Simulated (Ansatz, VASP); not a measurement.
**Al2O3 (liquid Al2O3 at 3000 K): VASP beside Ansatz**

Wanted: the spread between two codes on one cell, functional and k mesh. The cell is taken from a series of runs on this material, whose earlier steps may have relaxed, scaled, displaced or heated it; both programs get it as it stands.

Method: plane waves, with VASP 6.6.1 beside it; single point at PBEsol, in Ansatz 0.2.0.

### Step 1. Set-up

The cell holds 175 atoms: 70 Al and 105 O. Its edges and angles: a = 12.870 Å, b = 12.870 Å, c = 12.870 Å, α = 90.0°, β = 90.0°, γ = 90.0°. As first built, before any earlier steps moved the atoms (in the runner's words): 175 atoms (70 Al, 105 O) placed at random at 2.78 g/cm^3, melted at 4500 K for 20 ps at fixed volume with the Morse and Coulomb pair potential with partial charges (Pedone, Malavasi, Menziani, Cormack and Segre, J. Phys. Chem. B 110, 11780 (2006)). Snapshot at the end of a hold of 20 ps at 3000 K and fixed volume. The density is a measured one.

### Step 2. Ansatz: single point, PBEsol

Ansatz runs on its default PAW (the set named soft_2) files.

A single point gives forces, pressure and levels at one fixed geometry, so differences don't come from the geometry; what else differs is listed under the comparison.

input.yaml reads:

```yaml
crystal:
  lattice:
    - [12.8697, 0.0, 0.0]
    - [0.0, 12.8697, 0.0]
    - [0.0, 0.0, 12.8697]
  atoms:
    - { symbol: Al, position: [0.89763, 0.9948, 0.19134] }
    - { symbol: Al, position: [0.04987, 0.95703, 0.98478] }
    - { symbol: Al, position: [0.77484, 0.9542, 0.01344] }
    - { symbol: Al, position: [0.66341, 0.10612, 0.15015] }
    - { symbol: Al, position: [0.61061, 0.63209, 0.10588] }
    - { symbol: Al, position: [0.09221, 0.6668, 0.40634] }
    - { symbol: Al, position: [0.9412, 0.92149, 0.38275] }
    - { symbol: Al, position: [0.67644, 0.28135, 0.29617] }
    - { symbol: Al, position: [0.48572, 0.61084, 0.54868] }
    - { symbol: Al, position: [0.74481, 0.48178, 0.93287] }
    - { symbol: Al, position: [0.32197, 0.33931, 0.03454] }
    - { symbol: Al, position: [0.88794, 0.77215, 0.96751] }
    - { symbol: Al, position: [0.10187, 0.9281, 0.70878] }
    - { symbol: Al, position: [0.94561, 0.50107, 0.5294] }
    - { symbol: Al, position: [0.97486, 0.78132, 0.55323] }
    - { symbol: Al, position: [0.35956, 0.70846, 0.40544] }
    - { symbol: Al, position: [0.75868, 0.6158, 0.32758] }
    - { symbol: Al, position: [0.16128, 0.87405, 0.44057] }
    - { symbol: Al, position: [0.56084, 0.41297, 0.45407] }
    - { symbol: Al, position: [0.87545, 0.79223, 0.75673] }
    - { symbol: Al, position: [0.80453, 0.18548, 0.5556] }
    - { symbol: Al, position: [0.10253, 0.07353, 0.5058] }
    - { symbol: Al, position: [0.55807, 0.75525, 0.72746] }
    - { symbol: Al, position: [0.28199, 0.29167, 0.80921] }
    - { symbol: Al, position: [0.45193, 0.20583, 0.52412] }
    - { symbol: Al, position: [0.35834, 0.90438, 0.3081] }
    - { symbol: Al, position: [0.51056, 0.99858, 0.74744] }
    - { symbol: Al, position: [0.69268, 0.64596, 0.82882] }
    - { symbol: Al, position: [0.21077, 0.74461, 0.63737] }
    - { symbol: Al, position: [0.84151, 0.22546, 0.75209] }
[... 139 atom lines left out ...]
    - { symbol: O, position: [0.90423, 0.91429, 0.97764] }
    - { symbol: O, position: [0.22472, 0.00929, 0.72083] }
    - { symbol: O, position: [0.62848, 0.02468, 0.68318] }
    - { symbol: O, position: [0.81233, 0.51876, 0.5906] }
    - { symbol: O, position: [0.61116, 0.38983, 0.70898] }
    - { symbol: O, position: [0.53009, 0.10481, 0.47812] }
kpoints:
  mp_grid: { grid: [1, 1, 1] }
hamiltonian:
  xc: pbesol
scf:
  occupations: { method: fermi_dirac, width: 0.259 }
output:
  forces: true
  stress: true
  populations: true
  dos:
    method: { smearing: { sigma: 0.08 } }
    de: 0.1
    projected: { site_lists: { Al: [Al], O: [O] } }
  eigenvalues: true
  write_density: true
  write_potential: true
  volumetric_format: npy
  elf: true
```

Run with:

```console
> ansatz run input.yaml --threads 4 --pin off --max-ram 8192MiB --backend cpu --events-out ev --progress --plain --runs-dir out
```

Numbers of over 12 decimals in the logs are rounded to 6 here.

The program printed:

```text
band count auto-derived: 633 (N_el = 840.0; filled up to band 420; 595 by the electrons, moments and atoms)
Engine: ansatz 0.2.0, x86_64-unknown-linux-gnu
Pseudopotentials: kind: paw
Pseudopotential: Al, paw, valence charge 3, recommended cutoff 420 eV (normal), Al.paw.azcp
Pseudopotential: O, paw, valence charge 6, recommended cutoff 420 eV (normal), O.paw.azcp
Functional definition: PBEsol
  exchange = pbesol_x
  correlation = pbesol_c
Crystal: 175 atoms, lattice volume = 2131.598 Å³
Basis set: ecut = 420 eV, 41851 PW (Γ), exchange–correlation on 180×180×180 points (8 copies of the dense FFT grid, shifted against one another)
Bands: 633, of which v1, the nominal top of the filled ones, is band 420 counted from 1 (419 counted from 0)
Symmetry: 1 space group operations
Space group: P1 (ITA 1), of the structure as read, at distance tolerance 1.3e-4 Å
k-points: 1
Non-local potential: Al, projectors of the file, l = 0: 2, l = 1: 2, l = 2: 1
Non-local potential: O, projectors of the file, l = 0: 2, l = 1: 2, l = 2: 1
PAW form: soft (Blöchl's): semilocal exchange-correlation on the pseudo side does not see the compensation charge
PAW frozen core: Al, regenerated for the run's functional, and the local potential with it (the file was generated under x = pbe(κ = 0.804, μ = 0.219515), c = pbe(β = 0.066725))
PAW frozen core: O, regenerated for the run's functional, and the local potential with it (the file was generated under x = pbe(κ = 0.804, μ = 0.219515), c = pbe(β = 0.066725))
PAW one-centre angular grid: Al, 110 points (default); XC on 64 Gauss nodes
PAW one-centre angular grid: O, 110 points (default); XC on 64 Gauss nodes
Initial density: superposition of atomic densities (neutral atoms: chi_scale 0, normalization atom), corrected by the library's trained network
Initial wavefunctions: pseudopotential atomic-orbital guess
Functional: x = pbesol(κ = 0.804, μ = 0.123457), c = pbesol(β = 0.046)
SCF iter   1: F=—  HF=-95831.634692 eV  |F-HF|=—  |Δ(HF+E_count)|=         —  Δρ=1.23e-2  dr2=2.63e0  ethr=1.77e-3  ⟨swp⟩=6.0  Hψ=2897  notcnv=0  defer=40
preconditioner: auto → Resta (q_TF=auto, 2.336 Å⁻¹)  ε∞=3.3  [insulator: Δε(μ)=2.545 eV  Ē_g=15.418 eV  σ=0.259 eV  W_gap=0.98  n_scr=460 (ndim 8)  ℏωp=23.3 eV  f_vac=0.090  D(μ)=0.25/eV (n_scr^D=0)  ε∞_Penn≈3.3]
SCF iter   2: F=—  HF=-95830.886622 eV  |F-HF|=—  |Δ(HF+E_count)|=   7.48e-1  Δρ=2.27e-3  dr2=6.72e-2  ethr=3.13e-4  ⟨swp⟩=2.0  Hψ=1050  notcnv=0  defer=40
SCF iter   3: F=—  HF=-95830.884209 eV  |F-HF|=—  |Δ(HF+E_count)|=   2.41e-3  Δρ=9.71e-4  dr2=2.20e-2  ethr=8.00e-6  ⟨swp⟩=2.0  Hψ=874  notcnv=0  defer=40
SCF iter   4: F=—  HF=-95830.887820 eV  |F-HF|=—  |Δ(HF+E_count)|=   3.61e-3  Δρ=7.23e-4  dr2=8.96e-3  ethr=2.61e-6  ⟨swp⟩=2.0  Hψ=878  notcnv=0  defer=40
SCF iter   5: F=—  HF=-95830.886425 eV  |F-HF|=—  |Δ(HF+E_count)|=   1.39e-3  Δρ=1.17e-4  dr2=3.49e-4  ethr=1.07e-6  ⟨swp⟩=2.0  Hψ=877  notcnv=0  defer=40
SCF iter   6: F=—  HF=-95830.886662 eV  |F-HF|=—  |Δ(HF+E_count)|=   2.37e-4  Δρ=6.90e-5  dr2=8.36e-5  ethr=4.15e-8  ⟨swp⟩=2.0  Hψ=930  notcnv=0  defer=40
SCF iter   7: F=—  HF=-95830.888103 eV  |F-HF|=—  |Δ(HF+E_count)|=   1.44e-3  Δρ=2.51e-5  dr2=1.11e-5  ethr=9.95e-9  ⟨swp⟩=2.0  Hψ=1014  notcnv=0  defer=40
SCF iter   8: F=—  HF=-95830.888110 eV  |F-HF|=—  |Δ(HF+E_count)|=   6.92e-6  Δρ=7.52e-6  dr2=1.56e-6  ethr=1.32e-9  ⟨swp⟩=2.0  Hψ=872  notcnv=0  defer=40
SCF iter   9: F=—  HF=-95830.888112 eV  |F-HF|=—  |Δ(HF+E_count)|=   1.96e-6  Δρ=6.38e-6  dr2=7.26e-7  ethr=1.86e-10  ⟨swp⟩=3.0  Hψ=897  notcnv=0  defer=40
SCF iter  10: F=-95830.888112 eV  HF=-95830.888112 eV  |F-HF|=7.04e-8  |Δ(HF+E_count)|=   8.14e-8  Δρ=1.27e-6  dr2=4.55e-8  ethr=1.19e-11  ⟨swp⟩=22.0  Hψ=4961  notcnv=0
SCF 1 converged in 10 iterations: F = -95830.888112 eV  dr2 = 4.55e-8
  greatest PAW one-centre occupation: 0.863 electrons in one spin orbital (limit 2), on the O atom at site 108 (counted from 0), in its partial waves of l = 0
[...]
--- Löwdin populations: 175 sites ---
  site symbol       q [e]
     0     Al      1.6616
     1     Al      1.6889
     2     Al      1.6724
     3     Al      1.6513
     4     Al      1.6104
     5     Al      1.7204
     6     Al      1.6758
     7     Al      1.7057
     8     Al      1.7107
     9     Al      1.5875
    10     Al      1.6546
    11     Al      1.6617
    12     Al      1.7316
    13     Al      1.6347
    14     Al      1.6916
    15     Al      1.7256
    16     Al      1.6783
    17     Al      1.7302
    18     Al      1.6799
    19     Al      1.6624
    20     Al      1.6418
    21     Al      1.6593
    22     Al      1.6367
    23     Al      1.6680
[...]
167      O      6.7859
   168      O      6.8221
   169      O      6.8012
   170      O      6.8119
   171      O      6.8249
   172      O      6.7958
   173      O      6.8634
   174      O      6.8117
  spilling = 0.008833 (of n_electrons = 840.000000)
```

Reading the cycles: dr2 is the Hartree energy of the density residual (eV), the measure of convergence; HF is the Harris–Foulkes estimate of the energy, which meets the free energy F at convergence.

### Step 3. VASP: single point, PBEsol

The same cell, functional, mesh and smearing now go to VASP, with its own data sets.

Lines of VASP's logs that name or quote its potential files are left out, and so is its time.

INCAR reads:

```
SYSTEM = Al2O3
PREC = Accurate
ENCUT = 600
EDIFF = 1E-06
NELM = 120
ISMEAR = -1
SIGMA = 0.259
LREAL = Auto
ALGO = Normal
GGA = PS
NBANDS = 542
LORBIT = 11
LWAVE = .FALSE.
LCHARG = .FALSE.
ISIF = 2
LASPH = .TRUE.
GGA_COMPAT = .FALSE.
EFERMI = MIDGAP
```

POSCAR reads:

```
Al2O3
1.0
   12.8697000000      0.0000000000      0.0000000000
    0.0000000000     12.8697000000      0.0000000000
    0.0000000000      0.0000000000     12.8697000000
Al O
70 105
Direct
    0.8976300000      0.9948000000      0.1913400000
    0.0498700000      0.9570300000      0.9847800000
    0.7748400000      0.9542000000      0.0134400000
    0.6634100000      0.1061200000      0.1501500000
    0.6106100000      0.6320900000      0.1058800000
    0.0922100000      0.6668000000      0.4063400000
    0.9412000000      0.9214900000      0.3827500000
    0.6764400000      0.2813500000      0.2961700000
    0.4857200000      0.6108400000      0.5486800000
    0.7448100000      0.4817800000      0.9328700000
    0.3219700000      0.3393100000      0.0345400000
    0.8879400000      0.7721500000      0.9675100000
    0.1018700000      0.9281000000      0.7087800000
    0.9456100000      0.5010700000      0.5294000000
    0.9748600000      0.7813200000      0.5532300000
    0.3595600000      0.7084600000      0.4054400000
    0.7586800000      0.6158000000      0.3275800000
    0.1612800000      0.8740500000      0.4405700000
    0.5608400000      0.4129700000      0.4540700000
    0.8754500000      0.7922300000      0.7567300000
    0.8045300000      0.1854800000      0.5556000000
    0.1025300000      0.0735300000      0.5058000000
    0.5580700000      0.7552500000      0.7274600000
    0.2819900000      0.2916700000      0.8092100000
    0.4519300000      0.2058300000      0.5241200000
    0.3583400000      0.9043800000      0.3081000000
    0.5105600000      0.9985800000      0.7474400000
    0.6926800000      0.6459600000      0.8288200000
    0.2107700000      0.7446100000      0.6373700000
    0.8415100000      0.2254600000      0.7520900000
[... 139 atom lines left out ...]
    0.9042300000      0.9142900000      0.9776400000
    0.2247200000      0.0092900000      0.7208300000
    0.6284800000      0.0246800000      0.6831800000
    0.8123300000      0.5187600000      0.5906000000
    0.6111600000      0.3898300000      0.7089800000
    0.5300900000      0.1048100000      0.4781200000
```

KPOINTS reads:

```
Automatic mesh
0
Gamma
1 1 1
0 0 0
```

PAW data sets: Al and O (PBE family, release 64).

Run with:

```console
> export OMP_NUM_THREADS=3
> mpirun -np 1 vasp_gam
```

The program printed:

```text
[banner, memory and clock lines left out]
running    1 mpi-ranks, on    1 nodes
[...]
Offloading initialized ...    1 GPUs detected
[...]
|                                                                             |
|               ----> ADVICE to this user running VASP <----                  |
|                                                                             |
|     You enforced a specific xc type in the INCAR file but a different       |
|     [... a line on the potential file left out ...]
|     I HOPE YOU KNOW WHAT YOU ARE DOING!                                     |
|                                                                             |

 LDA part: xc-table for (Slater+PW92), standard interpolation
 POSCAR, INCAR and KPOINTS ok, starting setup
[...]
entering main loop
       N       E                     dE             d eps       ncg     rms          rms(c)
DAV:   1     0.775149747996E+04    0.77515E+04   -0.52218E+05  1084   0.169E+03
DAV:   2    -0.750242274959E+03   -0.85017E+04   -0.81805E+04  1354   0.374E+02
DAV:   3    -0.148850548173E+04   -0.73826E+03   -0.73253E+03  1264   0.116E+02
DAV:   4    -0.150414408357E+04   -0.15639E+02   -0.15561E+02  1280   0.182E+01
[...]
DAV:  18    -0.132755439434E+04    0.50862E-05   -0.38071E-05  1216   0.126E-02    0.109E-02
DAV:  19    -0.132755439588E+04   -0.15474E-05   -0.94137E-06  1160   0.610E-03    0.553E-03
DAV:  20    -0.132755439659E+04   -0.70260E-06   -0.49618E-06  1168   0.487E-03
   1 F= -.13275544E+04 E0= -.13275087E+04  d E =-.913163E-01
```

OUTCAR, selected parts (step 3):

```text
  FREE ENERGIE OF THE ION-ELECTRON SYSTEM (eV)
  ---------------------------------------------------
  free  energy   TOTEN  =     -1327.5543965851 eV

  energy  without entropy=    -1327.4630802761  energy(sigma->0) =    -1327.50873843

[... 1 further part left out ...]
```

The run ends at a pressure of -4.20 GPa, with forces up to 0.10 eV/Å.

### Step 4. Side by side

Known differences besides the potentials themselves: the cutoff is 420 eV in Ansatz and 600 eV in VASP (PREC = Accurate, projectors in real space); Ansatz makes its cores anew for this functional, VASP keeps those of its PBE data sets. Total energies have different zeros and are not compared.

Both answers:

```csv
quantity,Ansatz,VASP,difference
pressure (GPa),-4.15,-4.20,+0.06
gap on the k mesh (eV),2.650,2.641,+0.009
```

Forces on 8 of the 175 atoms, those with the largest forces and the largest differences (eV/Å; atoms numbered as in POSCAR):

```csv
atom,"Ansatz x, y, z","VASP x, y, z"
Al15,"0.001, 0.035, 0.056","-0.001, 0.019, 0.069"
Al17,"-0.002, -0.026, 0.005","-0.021, 0.041, 0.028"
Al36,"0.009, -0.003, 0.008","0.058, 0.014, 0.063"
Al45,"0.031, 0.005, -0.012","0.077, 0.002, -0.065"
Al59,"-0.001, 0.002, -0.003","0.071, 0.021, -0.012"
Al61,"-0.004, -0.009, 0.024","0.009, -0.035, 0.059"
O77,"0.003, 0.004, -0.006","-0.022, 0.044, -0.049"
O109,"-0.005, -0.008, -0.010","0.038, -0.064, 0.002"
```

The forces differ by 18 meV/Å r.m.s., which is 88.0 % of the r.m.s. force of 0.020 eV/Å (both taken over all components). A gap on the mesh is an upper bound, since the band edges may lie between its points.

### Step 5. What came out

| Item | Value |
| --- | --- |
| r.m.s. force difference (single point, PBEsol) | 18 meV/Å |

The r.m.s. force difference is 18 meV/Å (single point, PBEsol), beyond the 12 meV/Å picked in this series as the mark of a large difference. What causes the difference of the single point, PBEsol pair stays open here. Such differences can come from data sets, numerical settings and the points named under the comparisons, not from the functional's error against experiment.

[Lines on the potential files, build, host, timing and source positions are cut from VASP's logs without a mark.]

[Logs are printed without paths, hosts, clocks, repeated set-up lines and the standing remarks that a program may print on its own settings, such as how far it seeks lower states.]

[Hosts, paths, dates, database ids (printed as entryN), source tags and the programs' standing remarks are cut or masked in the printed files.]
